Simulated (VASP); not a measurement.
OSZICAR of a VASP run on Tb (hcp):

OSZICAR:
```
       N       E                     dE             d eps       ncg     rms          rms(c)
DAV:   1     0.415839841275E+02    0.41584E+02   -0.89246E+03  1664   0.123E+03
DAV:   2    -0.736536289038E+01   -0.48949E+02   -0.47928E+02  1799   0.258E+02
DAV:   3    -0.948177282503E+01   -0.21164E+01   -0.19386E+01  2284   0.310E+01
DAV:   4    -0.952884648906E+01   -0.47074E-01   -0.46133E-01  1892   0.458E+00
DAV:   5    -0.953003838846E+01   -0.11919E-02   -0.11913E-02  2339   0.604E-01    0.238E+01
DAV:   6    -0.952204299848E+01    0.79954E-02   -0.25202E-02  1939   0.130E+00    0.142E+01
DAV:   7    -0.952456359539E+01   -0.25206E-02   -0.46182E-02  1862   0.176E+00    0.203E-01
DAV:   8    -0.952409648952E+01    0.46711E-03   -0.24220E-03  1924   0.400E-01    0.607E-02
DAV:   9    -0.952408580324E+01    0.10686E-04   -0.25074E-04  2049   0.126E-01    0.338E-02
DAV:  10    -0.952408225097E+01    0.35523E-05   -0.30408E-05  1914   0.408E-02    0.323E-02
DAV:  11    -0.952408179254E+01    0.45842E-06   -0.38901E-06  1834   0.162E-02
   1 F= -.95240818E+01 E0= -.95242614E+01  d E =-.952408E+01
       N       E                     dE             d eps       ncg     rms          rms(c)
DAV:   1    -0.963740254827E+01   -0.11332E+00   -0.21536E+00  1664   0.118E+01    0.174E+00
DAV:   2    -0.956559826043E+01    0.71804E-01   -0.14548E-01  1694   0.332E+00    0.835E-01
DAV:   3    -0.953414549019E+01    0.31453E-01   -0.80902E-02  1779   0.226E+00    0.325E-01
DAV:   4    -0.953414324296E+01    0.22472E-05   -0.43611E-03  1999   0.581E-01    0.253E-01
DAV:   5    -0.953411193132E+01    0.31312E-04   -0.56322E-04  1704   0.164E-01    0.283E-02
DAV:   6    -0.953410785454E+01    0.40768E-05   -0.39419E-05  2062   0.489E-02    0.159E-02
DAV:   7    -0.953410642008E+01    0.14345E-05   -0.31210E-06  1650   0.161E-02    0.244E-03
DAV:   8    -0.953410642763E+01   -0.75495E-08   -0.13997E-07   892   0.336E-03
   2 F= -.95341064E+01 E0= -.95341167E+01  d E =-.100246E-01
       N       E                     dE             d eps       ncg     rms          rms(c)
DAV:   1    -0.953582899785E+01   -0.17226E-02   -0.31741E-02  1664   0.144E+00    0.216E-01
DAV:   2    -0.953477702205E+01    0.10520E-02   -0.21559E-03  1694   0.403E-01    0.101E-01
DAV:   3    -0.953431518594E+01    0.46184E-03   -0.11310E-03  1814   0.265E-01    0.383E-02
DAV:   4    -0.953431238809E+01    0.27979E-05   -0.70270E-05  1969   0.734E-02    0.294E-02
DAV:   5    -0.953431119171E+01    0.11964E-05   -0.83657E-06  1709   0.200E-02    0.379E-03
DAV:   6    -0.953431109300E+01    0.98712E-07   -0.54168E-07   857   0.624E-03
   3 F= -.95343111E+01 E0= -.95343402E+01  d E =-.102293E-01
       N       E                     dE             d eps       ncg     rms          rms(c)
DAV:   1    -0.953433991418E+01   -0.28722E-04   -0.66056E-04  1664   0.208E-01    0.316E-02
DAV:   2    -0.953431742123E+01    0.22493E-04   -0.45150E-05  1699   0.583E-02    0.149E-02
DAV:   3    -0.953430778177E+01    0.96395E-05   -0.23934E-05  1804   0.386E-02    0.550E-03
DAV:   4    -0.953430767332E+01    0.10845E-06   -0.13452E-06  1073   0.107E-02
   4 F= -.95343077E+01 E0= -.95343394E+01  d E =-.102259E-01
       N       E                     dE             d eps       ncg     rms          rms(c)
DAV:   1    -0.953479510384E+01   -0.48732E-03   -0.16518E-02  1674   0.955E-01    0.848E-02
DAV:   2    -0.953456296524E+01    0.23214E-03   -0.30562E-04  1909   0.150E-01    0.513E-02
DAV:   3    -0.953446586836E+01    0.97097E-04   -0.12000E-04  2058   0.862E-02    0.276E-02
DAV:   4    -0.953446400901E+01    0.18594E-05   -0.21868E-05  2130   0.358E-02    0.138E-02
DAV:   5    -0.953446410448E+01   -0.95462E-07   -0.61867E-07   882   0.700E-03
   5 F= -.95344641E+01 E0= -.95344945E+01  d E =-.156431E-03
       N       E                     dE             d eps       ncg     rms          rms(c)
DAV:   1    -0.953517430865E+01   -0.71030E-03   -0.32015E-02  1674   0.133E+00    0.117E-01
DAV:   2    -0.953472880093E+01    0.44551E-03   -0.58845E-04  1924   0.209E-01    0.722E-02
DAV:   3    -0.953454172797E+01    0.18707E-03   -0.23161E-04  2058   0.120E-01    0.385E-02
DAV:   4    -0.953453808077E+01    0.36472E-05   -0.42249E-05  2143   0.498E-02    0.190E-02
DAV:   5    -0.953453822802E+01   -0.14725E-06   -0.11669E-06   902   0.953E-03
   6 F= -.95345382E+01 E0= -.95345639E+01  d E =-.230555E-03
```

**Question.** Which electronic solver shows in the log?

**Answer.** It is blocked Davidson (ALGO = Normal, or the opening steps of other solvers). The INCAR had ALGO = Normal.

**Question.** Can the final energy be trusted as converged?

**Answer.** The run converged. It stopped with EDIFF = 1E-6, NELM = 100, NSW = 60 and EDIFFG = -0.01 after 6 ionic steps (AM05 GGA, plane waves, VASP's PBE PAW potentials (set 64)). The 4f electrons are frozen in the core of the lanthanide potential, so 4f levels, which can set the real gap, and their magnetism are missing. Energy and stress use the plane-wave basis of the starting cell.

The compound is Tb in the hcp structure. This run relaxes it. Symmetry was kept, so distortions that lower it aren't found.
